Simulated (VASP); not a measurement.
```
CELL_PARAMETERS angstrom
      0.00000     2.00683     2.00683
      2.00683     0.00000     2.00683
      2.00683     2.00683     0.00000
ATOMIC_POSITIONS crystal
  Li 0.00000 0.00000 0.00000
  H  0.50000 0.50000 0.50000
```

These are RPBE GGA, VASP's PBE PAW potentials (set 64) (plane waves; VASP) values and carry that method's errors. Run with 520 eV cut-off, 11×11×11 Γ-centred mesh, Gaussian smearing of 0.050 eV, potentials Li_sv H.

### Question
The job: LiH (rock salt), 2 atoms, RPBE, static run, 520 eV, 11×11×11 Γ-centred mesh. Roughly how much core time does it take on a busy server core?

### Answer
About 3 core-seconds (one run on a shared machine, a rough figure). It had 56 irreducible k-points, 6 bands, up to 444 plane waves and 14 electronic steps.

The compound is LiH in the rock salt structure. This cell is one point of a volume scan, at 0.97 of the reference volume.
